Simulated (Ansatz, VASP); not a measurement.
# Sc3BC in two plane-wave programs, part 2 of 2

Aim: how closely do two programs agree when they are given the same cell, functional and k mesh? The cell is generated by rule, not measured, and may not be a known phase. The cell is taken from a series of runs on this material, whose earlier steps may have relaxed, scaled, displaced or heated it; both programs get it as it stands.

VASP 6.6.1 and Ansatz 0.2.0.

So far: The starting structure; Ansatz: zone-centre phonons, LDA; VASP: zone-centre phonons, LDA.

**3. VASP: zone-centre phonons, LDA (continued)**

Level of this step: LDA; plane waves and PAW (Sc_sv, B, C); invented cell (VASP).

Numbers of over 12 decimals in the logs are rounded to 6 here.

OUTCAR, selected parts (step 3):

```text
ion  position               nearest neighbor table
   1  0.500  0.000  0.500-   5 2.13   5 2.13   2 3.02   3 3.02   2 3.02   3 3.02   3 3.02   3 3.02
                             2 3.02   2 3.02
   2  0.000  0.500  0.500-   5 2.13   5 2.13   1 3.02   3 3.02   1 3.02   1 3.02   3 3.02   3 3.02
                             3 3.02   1 3.02
   3  0.500  0.500  0.000-   5 2.13   5 2.13   1 3.02   1 3.02   2 3.02   2 3.02   1 3.02   1 3.02
                             2 3.02   2 3.02
   4  0.000  0.000  0.000-
   5  0.500  0.500  0.500-   1 2.13   2 2.13   3 2.13   3 2.13   1 2.13   2 2.13

  LATTYP: Found a simple cubic cell.
 ALAT       =     4.2666960729

 Subroutine GETGRP returns: Found 48 space group operations
 (whereof 48 operations were pure point group operations)

The static configuration has the point symmetry O_h .

 Found     35 irreducible k-points:

   k-points           NKPTS =     35   k-points in BZ     NKDIM =     35   number of bands    NBANDS=     26

   dimension x,y,z NGX =    36 NGY =   36 NGZ =   36
   dimension x,y,z NGXF=    72 NGYF=   72 NGZF=   72

   ENCUT  =  600.0 eV  44.10 Ry    6.64 a.u.   8.52  8.52  8.52*2*pi/ulx,y,z

   NELECT =      40.0000    total number of electrons

 k-points in reciprocal lattice and weights: Automatic mesh
   0.00000000  0.00000000  0.00000000       0.002
   0.12500000  0.00000000  0.00000000       0.012
   0.25000000  0.00000000  0.00000000       0.012
   0.37500000  0.00000000  0.00000000       0.012
   0.50000000  0.00000000  0.00000000       0.006
   0.12500000  0.12500000  0.00000000       0.023
   0.25000000  0.12500000  0.00000000       0.047
   0.37500000  0.12500000  0.00000000       0.047
   0.50000000  0.12500000  0.00000000       0.023
[...]
0.50000000  0.50000000  0.37500000       0.012
   0.50000000  0.50000000  0.50000000       0.002

 average (electrostatic) potential at core
       1 -45.8201       2 -45.8201       3 -45.8201       4 -33.2873       5 -53.0579

  Total        0.2757073      0.2757073      0.2757073      0.0000000      0.0000000     -0.0000000
  in kB        5.6870058      5.6870058      5.6870058      0.0000000      0.0000000     -0.0000000
[...]
POSITION                                       TOTAL-FORCE (eV/Angst)
 -----------------------------------------------------------------------------------
      2.13335      0.00000      2.13335         0.000000      0.000000      0.000000
      0.00000      2.13335      2.13335         0.000000      0.000000      0.000000
      2.13335      2.13335      0.00000         0.000000      0.000000      0.000000
      0.00000      0.00000      0.00000         0.000000      0.000000      0.000000
      2.13335      2.13335      2.13335         0.000000      0.000000      0.000000
 -----------------------------------------------------------------------------------
    total drift:                                0.000000      0.000000      0.000000

 Eigenvectors and eigenvalues of the dynamical matrix
 ----------------------------------------------------

   1 f  =   16.744241 THz   105.207168 2PiTHz  558.527755 cm-1    69.248585 meV
             X         Y         Z           dx          dy          dz
      2.133348  0.000000  2.133348     0.021436    0.025266   -0.000000
      0.000000  2.133348  2.133348    -0.454381   -0.001192    0.000000
      2.133348  2.133348  0.000000     0.021436   -0.001192    0.000000
      0.000000  0.000000  0.000000    -0.092715    0.005155    0.000000
      2.133348  2.133348  2.133348     0.883708   -0.049139    0.000000

   2 f  =   16.744241 THz   105.207168 2PiTHz  558.527755 cm-1    69.248585 meV
             X         Y         Z           dx          dy          dz
      2.133348  0.000000  2.133348    -0.000000   -0.000000    0.021469
      0.000000  2.133348  2.133348     0.000000    0.000000    0.021469
      2.133348  2.133348  0.000000    -0.000000    0.000000   -0.455083
      0.000000  0.000000  0.000000     0.000000   -0.000000   -0.092858
      2.133348  2.133348  2.133348    -0.000000    0.000000    0.885074

   3 f  =   16.744241 THz   105.207168 2PiTHz  558.527755 cm-1    69.248585 meV
             X         Y         Z           dx          dy          dz
      2.133348  0.000000  2.133348     0.001192   -0.454381    0.000000
      0.000000  2.133348  2.133348    -0.025266    0.021436    0.000000
      2.133348  2.133348  0.000000     0.001192    0.021436   -0.000000
      0.000000  0.000000  0.000000    -0.005155   -0.092715    0.000000
      2.133348  2.133348  2.133348     0.049139    0.883708   -0.000000

   4 f  =    9.864567 THz    61.980904 2PiTHz  329.046543 cm-1    40.796553 meV
             X         Y         Z           dx          dy          dz
      2.133348  0.000000  2.133348     0.349603   -0.049901    0.017254
      0.000000  2.133348  2.133348    -0.704212    0.024773    0.017254
      2.133348  2.133348  0.000000     0.349603    0.024773   -0.034756
      0.000000  0.000000  0.000000     0.369375    0.026174    0.018230
      2.133348  2.133348  2.133348    -0.340296   -0.024114   -0.016795

   5 f  =    9.864567 THz    61.980904 2PiTHz  329.046543 cm-1    40.796553 meV
             X         Y         Z           dx          dy          dz
      2.133348  0.000000  2.133348     0.018721    0.675263    0.101997
      0.000000  2.133348  2.133348    -0.037710   -0.335231    0.101997
      2.133348  2.133348  0.000000     0.018721   -0.335231   -0.205453
      0.000000  0.000000  0.000000     0.019780   -0.354190    0.107765
      2.133348  2.133348  2.133348    -0.018222    0.326306   -0.099281

   6 f  =    9.864567 THz    61.980904 2PiTHz  329.046543 cm-1    40.796553 meV
             X         Y         Z           dx          dy          dz
      2.133348  0.000000  2.133348    -0.023684   -0.202837    0.335310
      0.000000  2.133348  2.133348     0.047708    0.100698    0.335310
      2.133348  2.133348  0.000000    -0.023684    0.100698   -0.675421
      0.000000  0.000000  0.000000    -0.025024    0.106393    0.354273
      2.133348  2.133348  2.133348     0.023054   -0.098017   -0.326383

   7 f  =    3.374926 THz    21.205288 2PiTHz  112.575427 cm-1    13.957568 meV
             X         Y         Z           dx          dy          dz
      2.133348  0.000000  2.133348    -0.359037   -0.000000    0.574174
      0.000000  2.133348  2.133348     0.000000   -0.203510   -0.574174
      2.133348  2.133348  0.000000     0.359037    0.203510   -0.000000
      0.000000  0.000000  0.000000     0.000000   -0.000000   -0.000000
      2.133348  2.133348  2.133348     0.000000   -0.000000   -0.000000

   8 f  =    3.374926 THz    21.205288 2PiTHz  112.575427 cm-1    13.957568 meV
             X         Y         Z           dx          dy          dz
      2.133348  0.000000  2.133348    -0.243285   -0.000000    0.081421
      0.000000  2.133348  2.133348     0.000000    0.658926   -0.081421
      2.133348  2.133348  0.000000     0.243285   -0.658926    0.000000
      0.000000  0.000000  0.000000     0.000000   -0.000000   -0.000000
      2.133348  2.133348  2.133348     0.000000   -0.000000    0.000000

   9 f  =    3.374926 THz    21.205288 2PiTHz  112.575427 cm-1    13.957568 meV
             X         Y         Z           dx          dy          dz
      2.133348  0.000000  2.133348     0.558484   -0.000000    0.404592
      0.000000  2.133348  2.133348     0.000000    0.156207   -0.404592
      2.133348  2.133348  0.000000    -0.558484   -0.156207    0.000000
      0.000000  0.000000  0.000000     0.000000   -0.000000   -0.000000
      2.133348  2.133348  2.133348     0.000000   -0.000000    0.000000

  10 f  =    0.004629 THz     0.029085 2PiTHz    0.154409 cm-1     0.019144 meV
             X         Y         Z           dx          dy          dz
      2.133348  0.000000  2.133348    -0.505289    0.173094   -0.013615
      0.000000  2.133348  2.133348    -0.504823    0.173254   -0.013615
      2.133348  2.133348  0.000000    -0.505289    0.173254   -0.013603
      0.000000  0.000000  0.000000    -0.246319    0.084458   -0.006637
      2.133348  2.133348  2.133348    -0.260897    0.089456   -0.007030

  11 f  =    0.004629 THz     0.029085 2PiTHz    0.154409 cm-1     0.019144 meV
             X         Y         Z           dx          dy          dz
      2.133348  0.000000  2.133348    -0.040024   -0.075207    0.527494
      0.000000  2.133348  2.133348    -0.039987   -0.075276    0.527494
      2.133348  2.133348  0.000000    -0.040024   -0.075276    0.527009
      0.000000  0.000000  0.000000    -0.019511   -0.036696    0.257143
      2.133348  2.133348  2.133348    -0.020666   -0.038868    0.272362

  12 f  =    0.004629 THz     0.029085 2PiTHz    0.154409 cm-1     0.019144 meV
             X         Y         Z           dx          dy          dz
      2.133348  0.000000  2.133348    -0.169116   -0.499375   -0.084161
      0.000000  2.133348  2.133348    -0.168960   -0.499836   -0.084161
      2.133348  2.133348  0.000000    -0.169116   -0.499836   -0.084084
      0.000000  0.000000  0.000000    -0.082441   -0.243660   -0.041027
      2.133348  2.133348  2.133348    -0.087320   -0.258081   -0.043455

  13 f/i=    3.484565 THz    21.894165 2PiTHz  116.232563 cm-1    14.410995 meV
             X         Y         Z           dx          dy          dz
      2.133348  0.000000  2.133348     0.002892   -0.000041   -0.301460
      0.000000  2.133348  2.133348    -0.000874    0.000137   -0.301460
      2.133348  2.133348  0.000000     0.002892    0.000137    0.091065
      0.000000  0.000000  0.000000    -0.008505   -0.000403    0.886566
      2.133348  2.133348  2.133348    -0.001482   -0.000070    0.154463

  14 f/i=    3.484565 THz    21.894165 2PiTHz  116.232563 cm-1    14.410995 meV
             X         Y         Z           dx          dy          dz
      2.133348  0.000000  2.133348     0.043152    0.090132    0.000278
      0.000000  2.133348  2.133348    -0.013036   -0.298369    0.000278
      2.133348  2.133348  0.000000     0.043152   -0.298369   -0.000084
      0.000000  0.000000  0.000000    -0.126907    0.877477   -0.000818
      2.133348  2.133348  2.133348    -0.022111    0.152880   -0.000143

  15 f/i=    3.484565 THz    21.894165 2PiTHz  116.232563 cm-1    14.410995 meV
             X         Y         Z           dx          dy          dz
      2.133348  0.000000  2.133348    -0.298355    0.013036   -0.002882
      0.000000  2.133348  2.133348     0.090127   -0.043153   -0.002882
      2.133348  2.133348  0.000000    -0.298355   -0.043153    0.000871
      0.000000  0.000000  0.000000     0.877436    0.126909    0.008475
      2.133348  2.133348  2.133348     0.152873    0.022111    0.001477

 ELASTIC MODULI CONTR FROM IONIC RELAXATION (kBar)
 Direction    XX          YY          ZZ          XY          YZ          ZX
 --------------------------------------------------------------------------------
 XX           0.0000      0.0000      0.0000      0.0000      0.0000      0.0000
 YY           0.0000      0.0000      0.0000      0.0000      0.0000      0.0000
 ZZ           0.0000      0.0000      0.0000      0.0000      0.0000      0.0000
 XY           0.0000      0.0000      0.0000      0.0000      0.0000      0.0000
 YZ           0.0000      0.0000      0.0000      0.0000      0.0000      0.0000
 ZX           0.0000      0.0000      0.0000      0.0000      0.0000      0.0000
 --------------------------------------------------------------------------------
```

**4. Side by side**

Known differences besides the potentials themselves: the two LDA forms differ slightly; the cutoff is 420 eV in Ansatz and 600 eV in VASP; VASP's log shows a relativistic correction to its local exchange, Ansatz's none. Total energies have different zeros and are not compared.

The two programs side by side:

```csv
quantity,Ansatz,VASP,difference
"optical mode 1 to 3 (imaginary, printed as negative) (cm⁻¹)",-126.7,-116.2,-10.5
optical mode 4 to 6 (cm⁻¹),114.3,112.6,+1.50 %
optical mode 7 to 9 (cm⁻¹),329.5,329.0,+0.15 %
optical mode 10 to 12 (cm⁻¹),547.4,558.5,-1.99 %
```

Modes are paired by rising frequency, not by their patterns, so a pair may set unlike modes beside each other; they are those without the splitting of longitudinal modes.

**5. Results**

```
r.m.s. difference of the optical zone-centre modes, each program's sorted by frequency (zone-centre phonons, LDA) : 7.7 cm⁻¹
difference in optical mode 10 to 12 (zone-centre phonons, LDA)                                                    : -2.0 %
```

In words: The r.m.s. difference of the optical zone-centre modes, each program's sorted by frequency is 7.7 cm⁻¹ (zone-centre phonons, LDA). Among the rows given in per cent, the largest difference of the zone-centre phonons, LDA pair is in optical mode 10 to 12, -2.0 %. What causes the difference of the zone-centre phonons, LDA pair stays open here. How closely two codes agree says nothing of how well the functional describes the real material.

[Lines on the potential files, build, host, timing and source positions are cut from VASP's logs without a mark.]

[Logs are printed without paths, hosts, clocks, repeated set-up lines and the standing remarks that a program may print on its own settings, such as how far it seeks lower states.]

[Hosts, paths, dates, database ids (printed as entryN), source tags and the programs' standing remarks are cut or masked in the printed files.]
